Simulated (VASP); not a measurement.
Output of a VASP run:

### OSZICAR
```
       N       E                     dE             d eps       ncg     rms          rms(c)
DAV:   1     0.241398985480E+02    0.24140E+02   -0.52015E+03   720   0.879E+02
DAV:   2    -0.214189697161E+02   -0.45559E+02   -0.41982E+02  1036   0.131E+02
DAV:   3    -0.233602369541E+02   -0.19413E+01   -0.19155E+01   936   0.264E+01
DAV:   4    -0.233924953188E+02   -0.32258E-01   -0.32177E-01   900   0.421E+00
DAV:   5    -0.233931013251E+02   -0.60601E-03   -0.60563E-03   924   0.519E-01    0.699E+00
DAV:   6    -0.230848406970E+02    0.30826E+00   -0.14522E-01   808   0.211E+00    0.420E+00
DAV:   7    -0.229442989782E+02    0.14054E+00   -0.27903E-01   764   0.298E+00    0.247E-01
DAV:   8    -0.229452828925E+02   -0.98391E-03   -0.15481E-02   840   0.845E-01    0.981E-02
DAV:   9    -0.229454235868E+02   -0.14069E-03   -0.53271E-04   924   0.158E-01    0.791E-02
DAV:  10    -0.229454843655E+02   -0.60779E-04   -0.11946E-04   792   0.685E-02    0.265E-02
DAV:  11    -0.229454835038E+02    0.86171E-06   -0.20911E-06   912   0.107E-02    0.748E-03
DAV:  12    -0.229454842739E+02   -0.77013E-06   -0.77155E-07   804   0.621E-03    0.136E-03
DAV:  13    -0.229454841596E+02    0.11433E-06   -0.48494E-08   584   0.143E-03    0.463E-04
DAV:  14    -0.229454841530E+02    0.65816E-08   -0.51024E-09   472   0.588E-04
   1 F= -.22945484E+02 E0= -.22945484E+02  d E =0.000000E+00
```

File OUTCAR:
```
------------------------ aborting loop because EDIFF is reached ----------------------------------------
  FORCE on cell =-STRESS in cart. coord.  units (eV):
  Direction    XX          YY          ZZ          XY          YZ          ZX
  --------------------------------------------------------------------------------------
  Total       -0.0541605     -0.0541605     -0.0128220     -0.0000000     -0.0000000      0.0000000
  in kB       -1.0807328     -1.0807325     -0.2558528     -0.0000000     -0.0000000      0.0000000
  external PRESSURE =      -0.8057727 kB  Pullay stress =       0.0000000 kB
  volume of cell :       80.29
      direct lattice vectors                 reciprocal lattice vectors
     3.829428720  0.000000000  0.000000000     0.261135557  0.150766704  0.000000000
    -1.914714360  3.316382104  0.000000000     0.000000000  0.301533409  0.000000000
     0.000000000  0.000000000  6.322319640     0.000000000  0.000000000  0.158169795
 POSITION                                       TOTAL-FORCE (eV/Angst)
 -----------------------------------------------------------------------------------
     -0.00000      2.21092      0.39699         0.000000     -0.000000      0.014978
      1.91472      1.10546      5.92533        -0.000000      0.000000     -0.014978
      1.91472      1.10546      3.55815        -0.000000      0.000000      0.014978
     -0.00000      2.21092      2.76417         0.000000     -0.000000     -0.014978
 -----------------------------------------------------------------------------------
    total drift:                               -0.000036      0.000015     -0.000001
  FREE ENERGIE OF THE ION-ELECTRON SYSTEM (eV)
  ---------------------------------------------------
  free  energy   TOTEN  =       -22.9454841530 eV

  energy  without entropy=      -22.9454841530  energy(sigma->0) =      -22.94548415

 total charge

# of ion       s       p       d       tot
------------------------------------------
    1        0.751   0.937   0.000   1.688
    2        0.751   0.937   0.000   1.688
    3        0.751   0.937   0.000   1.688
    4        0.751   0.937   0.000   1.688
--------------------------------------------------
tot          3.006   3.747   0.000   6.752
```
(Selected blocks of OUTCAR.)

**POSCAR**
```
Si
1
    3.8294287199     0.0000000000     0.0000000000
   -1.9147143599     3.3163821040    -0.0000000000
    0.0000000000    -0.0000000000     6.3223196397
Si
4
Direct
  0.3333330000   0.6666670000   0.0627922714
  0.6666670000   0.3333330000   0.9372077286
  0.6666670000   0.3333330000   0.5627922714
  0.3333330000   0.6666670000   0.4372077286
```

Problem. Write an INCAR and KPOINTS that could have produced this output.

Solution. Several could match; the one computed here: the input of the run itself, PBEsol GGA, plane waves, VASP's PBE PAW potentials (set 64).

**KPOINTS**
```
Automatic mesh
0
Gamma
8 8 4
0 0 0
```

**INCAR**
```
ISMEAR = -5   ! tetrahedra, Bloechl
ENCUT = 400
GGA = PS
NELM = 100
PREC = Accurate
LWAVE = .False.
ISIF = 2   ! forces and stress, cell fixed
SYSTEM = Si
LEFG = .True.
LORBIT = 11
LREAL = .False.   ! projection in real space or not
NEDOS = 601   ! DOS grid
EDIFF = 1E-7
ALGO = Normal
LASPH = .True.   ! aspherical one-centre terms
LCHARG = .True.
```

POTCAR, in this order: Si (PBE.64 set). Program: vasp_std.

The structure comes from a computed database's Si entry (P6_3/mmc); how it stands against other phases isn't given here. It was relaxed first.
